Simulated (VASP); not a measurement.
Level of theory: LDA (Ceperley-Alder, Perdew-Zunger), VASP's LDA PAW potentials (set 64) (plane waves; VASP 6.6.1).

VASP input:

POSCAR:
```
Mo
1
   -1.5411490713     1.5411490713     1.5411490713
    1.5411490713    -1.5411490713     1.5411490713
    1.5411490713     1.5411490713    -1.5411490713
Mo
1
Direct
  0.0000000000   0.0000000000   0.0000000000
```

**INCAR**
```
! general
SYSTEM  = Mo
PREC    = Accurate
ENCUT   = 500
LREAL   = .FALSE.
LASPH   = .TRUE.   ! aspherical one-centre terms

! electronic loop
EDIFF   = 1E-6
NELM    = 100   ! most electronic steps
ALGO    = Normal
LMAXMIX = 4   ! l cut-off of mixed one-centre charges

! smearing
ISMEAR  = 1   ! Methfessel-Paxton
SIGMA   = 0.1   ! width (eV)

! ions
IBRION  = 2   ! conjugate gradients
NSW     = 40
ISIF    = 3
EDIFFG  = -0.02
PSTRESS = 100

! output
LWAVE   = .FALSE.
LCHARG  = .FALSE.
```

KPOINTS:
```
Automatic mesh
0
Gamma
17 17 17
0 0 0
```

POTCAR, in this order: Mo_sv (LDA.64 set). Program: vasp_std.

The run wrote:

File OSZICAR:
```
       N       E                     dE             d eps       ncg     rms          rms(c)
DAV:   1     0.947924222415E+02    0.94792E+02   -0.80223E+03  3646   0.129E+03
DAV:   2    -0.113698828659E+02   -0.10616E+03   -0.10265E+03  3828   0.355E+02
DAV:   3    -0.128020074426E+02   -0.14321E+01   -0.14193E+01  4201   0.417E+01
DAV:   4    -0.128057829365E+02   -0.37755E-02   -0.37753E-02  3963   0.251E+00
DAV:   5    -0.128058040438E+02   -0.21107E-04   -0.21106E-04  4235   0.183E-01    0.181E+01
DAV:   6    -0.122176182543E+02    0.58819E+00   -0.96486E-01  3900   0.124E+01    0.512E+00
DAV:   7    -0.121233165338E+02    0.94302E-01   -0.20752E-01  4169   0.528E+00    0.863E-01
DAV:   8    -0.121166327540E+02    0.66838E-02   -0.50110E-03  3801   0.100E+00    0.206E-01
DAV:   9    -0.121165997647E+02    0.32989E-04   -0.12777E-04  4473   0.153E-01    0.913E-02
DAV:  10    -0.121166120083E+02   -0.12244E-04   -0.11014E-05  3977   0.434E-02    0.235E-03
DAV:  11    -0.121166120209E+02   -0.12524E-07   -0.70309E-08  2310   0.380E-03
   1 F= -.11202744E+02 E0= -.11202968E+02  d E =-.112027E+02
       N       E                     dE             d eps       ncg     rms          rms(c)
DAV:   1    -0.121240161762E+02   -0.74042E-02   -0.89856E-02  3801   0.443E+00    0.760E-01
DAV:   2    -0.121207305583E+02    0.32856E-02   -0.70471E-03  3786   0.113E+00    0.118E-01
DAV:   3    -0.121204897545E+02    0.24080E-03   -0.10890E-03  3949   0.431E-01    0.118E-01
DAV:   4    -0.121205246794E+02   -0.34925E-04   -0.20727E-05  3794   0.521E-02    0.582E-03
DAV:   5    -0.121205243940E+02    0.28539E-06   -0.15637E-06  2641   0.169E-02
   2 F= -.11202579E+02 E0= -.11202804E+02  d E =0.165500E-03
       N       E                     dE             d eps       ncg     rms          rms(c)
DAV:   1    -0.121196326853E+02    0.89199E-03   -0.53358E-02  3795   0.341E+00    0.598E-01
DAV:   2    -0.121176846341E+02    0.19481E-02   -0.41336E-03  3783   0.869E-01    0.898E-02
DAV:   3    -0.121175384840E+02    0.14615E-03   -0.64828E-04  3919   0.333E-01    0.947E-02
DAV:   4    -0.121175591441E+02   -0.20660E-04   -0.11908E-05  3806   0.400E-02    0.342E-03
DAV:   5    -0.121175590905E+02    0.53636E-07   -0.99462E-07  2392   0.135E-02
   3 F= -.11202760E+02 E0= -.11202985E+02  d E =-.159631E-04
```

OUTCAR:
```
------------------------ aborting loop because EDIFF is reached ----------------------------------------
  FORCE on cell =-STRESS in cart. coord.  units (eV):
  Direction    XX          YY          ZZ          XY          YZ          ZX
  --------------------------------------------------------------------------------------
  Total        0.9136214      0.9136214      0.9136214     -0.0000000     -0.0000000      0.0000000
  in kB       99.8712899     99.8712899     99.8712899     -0.0000000     -0.0000000      0.0000000
  external PRESSURE =      -0.1287101 kB  Pullay stress =     100.0000000 kB
  volume of cell :       14.66
      direct lattice vectors                 reciprocal lattice vectors
    -1.541672301  1.541672301  1.541672301     0.000000000  0.324323139  0.324323139
     1.541672301 -1.541672301  1.541672301     0.324323139  0.000000000  0.324323139
     1.541672301  1.541672301 -1.541672301     0.324323139  0.324323139  0.000000000
 POSITION                                       TOTAL-FORCE (eV/Angst)
 -----------------------------------------------------------------------------------
      0.00000      0.00000      0.00000        -0.000000      0.000000      0.000000
 -----------------------------------------------------------------------------------
    total drift:                               -0.000000     -0.000000      0.000000
  FREE ENERGIE OF THE ION-ELECTRON SYSTEM (eV)
  ---------------------------------------------------
  free  energy   TOTEN  =       -12.1175590905 eV

  energy  without entropy=      -12.1182337683  energy(sigma->0) =      -12.11778398
  enthalpy is  TOTEN    =       -11.2027602252 eV   P V=        0.9147988653

 reached required accuracy - stopping structural energy minimisation
```
(Selected blocks of OUTCAR.)

CONTCAR:
```
Mo
   1.00000000000000
    -1.5416723005076176    1.5416723005076176    1.5416723005076176
     1.5416723005076176   -1.5416723005076176    1.5416723005076176
     1.5416723005076176    1.5416723005076176   -1.5416723005076176
  Mo
     1
Direct
     0.0000000000000000    0.0000000000000000    0.0000000000000000
```

File OUTCAR:
```
 val. band max:       13.6361877937   @ k =  -0.2941   0.3529   0.2353

 cond. band min:      13.6541398351   @ k =  -0.1765   0.2941   0.0588


 Fermi energy:        13.6431213342

 k-point     1 :       0.0000    0.0000    0.0000
  band No.  band energies     occupation
      1     -47.4280      2.00000
      2     -20.7002      2.00000
      3     -20.7002      2.00000
      4     -20.7002      2.00000
      5       6.1145      2.00000
      6      12.0268      2.00000
      7      12.0268      2.00000
      8      12.0268      2.00000
      9      15.2778     -0.00000
     10      15.2778     -0.00000
     11      28.4479      0.00000

 k-point     2 :       0.0588    0.0000    0.0000
  band No.  band energies     occupation
      1     -47.4165      2.00000
      2     -20.7637      2.00000
      3     -20.7195      2.00000
      4     -20.7007      2.00000
      5       6.2805      2.00000
      6      11.9305      2.00000
      7      12.0113      2.00000
      8      12.1844      2.00000
      9      15.1312     -0.00000
     10      15.2794     -0.00000
     11      28.5792      0.00000

 k-point     3 :       0.1176    0.0000    0.0000
  band No.  band energies     occupation
      1     -47.3834      2.00000
      2     -20.9434      2.00000
      3     -20.7744      2.00000
      4     -20.7024      2.00000
      5       6.7472      2.00000
      6      11.6663      2.00000
      7      11.9425      2.00000
      8      12.6499      2.00000
      9      14.8262     -0.00000
     10      15.2918     -0.00000
     11      28.8928      0.00000

 k-point     4 :       0.1765    0.0000    0.0000
  band No.  band energies     occupation
      1     -47.3328      2.00000
      2     -21.2099      2.00000
      3     -20.8568      2.00000
      4     -20.7050      2.00000
      5       7.4048      2.00000
      6      11.2942      2.00000
      7      11.8152      2.00000
      8      13.4012      2.00330
      9      14.6275     -0.00000
...
```

The compound is Mo in the bcc structure. This run relaxes it under an external pressure of 10 GPa. Symmetry was kept, so distortions that lower it aren't found.
